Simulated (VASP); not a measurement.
These are PBEsol GGA, VASP's PBE PAW potentials (set 64) (plane waves; VASP) values and carry that method's errors.

VASP ran on this input.

**POSCAR**
```
TaAl
1.0
  3.1970306423   0.0000000000   0.0000000000
  0.0000000000   3.1970306423   0.0000000000
  0.0000000000   0.0000000000   3.1970306423
Ta Al
1 1
Cart
  0.0000000000   0.0000000000   0.0000000000
  1.5985153212   1.5985153212   1.5985153212
```

KPOINTS:
```
Automatic mesh
0
G
  13 13 13
```

INCAR:
```
SYSTEM = TaAl
PREC = Accurate
ENCUT = 400
EDIFF = 1E-7
NELM = 100
ALGO = Normal
LREAL = .FALSE.
LASPH = .TRUE.
ISMEAR = -5
GGA = PS
LMAXMIX = 6
LWAVE = .FALSE.
LCHARG = .TRUE.
LORBIT = 11
NEDOS = 601
ISIF = 2
```

POTCAR, in this order: Ta_pv Al (PBE.64 set). Program: vasp_std.

The run wrote:

**OSZICAR**
```
       N       E                     dE             d eps       ncg     rms          rms(c)
DAV:   1     0.517221103912E+02    0.51722E+02   -0.66920E+03  1848   0.977E+02
DAV:   2    -0.156824193835E+02   -0.67405E+02   -0.65532E+02  2106   0.234E+02
DAV:   3    -0.171956101138E+02   -0.15132E+01   -0.14675E+01  2302   0.324E+01
DAV:   4    -0.172146162335E+02   -0.19006E-01   -0.18991E-01  2136   0.365E+00
DAV:   5    -0.172148868395E+02   -0.27061E-03   -0.27080E-03  2261   0.447E-01    0.136E+01
DAV:   6    -0.165513034926E+02    0.66358E+00   -0.14589E+00  2078   0.106E+01    0.581E+00
DAV:   7    -0.164641960714E+02    0.87107E-01   -0.23272E-01  2305   0.431E+00    0.137E+00
DAV:   8    -0.164532468304E+02    0.10949E-01   -0.11555E-02  2007   0.662E-01    0.263E-01
DAV:   9    -0.164530290891E+02    0.21774E-03   -0.31461E-04  2298   0.141E-01    0.117E-01
DAV:  10    -0.164530312517E+02   -0.21626E-05   -0.18950E-05  2131   0.446E-02    0.644E-03
DAV:  11    -0.164530297605E+02    0.14912E-05   -0.30321E-06  2190   0.124E-02    0.279E-03
DAV:  12    -0.164530292657E+02    0.49476E-06   -0.12961E-07  1401   0.447E-03    0.308E-04
DAV:  13    -0.164530292727E+02   -0.70088E-08   -0.93247E-09  1104   0.981E-04
   1 F= -.16453029E+02 E0= -.16453029E+02  d E =0.000000E+00
```

### OUTCAR
```
------------------------ aborting loop because EDIFF is reached ----------------------------------------
  FORCE on cell =-STRESS in cart. coord.  units (eV):
  Direction    XX          YY          ZZ          XY          YZ          ZX
  --------------------------------------------------------------------------------------
  Total       -0.0171942     -0.0171942     -0.0171942      0.0000000     -0.0000000      0.0000000
  in kB       -0.8430468     -0.8430468     -0.8430468      0.0000000     -0.0000000      0.0000000
  external PRESSURE =      -0.8430468 kB  Pullay stress =       0.0000000 kB
  volume of cell :       32.68
      direct lattice vectors                 reciprocal lattice vectors
     3.197030642  0.000000000  0.000000000     0.312790246  0.000000000  0.000000000
     0.000000000  3.197030642  0.000000000     0.000000000  0.312790246  0.000000000
     0.000000000  0.000000000  3.197030642     0.000000000  0.000000000  0.312790246
 POSITION                                       TOTAL-FORCE (eV/Angst)
 -----------------------------------------------------------------------------------
      0.00000      0.00000      0.00000         0.000000      0.000000      0.000000
      1.59852      1.59852      1.59852         0.000000      0.000000      0.000000
 -----------------------------------------------------------------------------------
    total drift:                               -0.000000      0.000000      0.000000
  FREE ENERGIE OF THE ION-ELECTRON SYSTEM (eV)
  ---------------------------------------------------
  free  energy   TOTEN  =       -16.4530292727 eV

  energy  without entropy=      -16.4530292727  energy(sigma->0) =      -16.45302927

 total charge

# of ion       s       p       d       tot
------------------------------------------
    1        0.342   6.140   2.413   8.895
    2        0.410   0.428   0.000   0.838
--------------------------------------------------
tot          0.751   6.568   2.413   9.732
```
(Selected blocks of OUTCAR.)

For a metal the tetrahedron method with Blöchl corrections gives inexact stress and forces.

The structure was generated: TaAl was put into the CsCl type type (Pm-3m), which need not be its known phase. It was relaxed first, which changed the volume by -40 %.
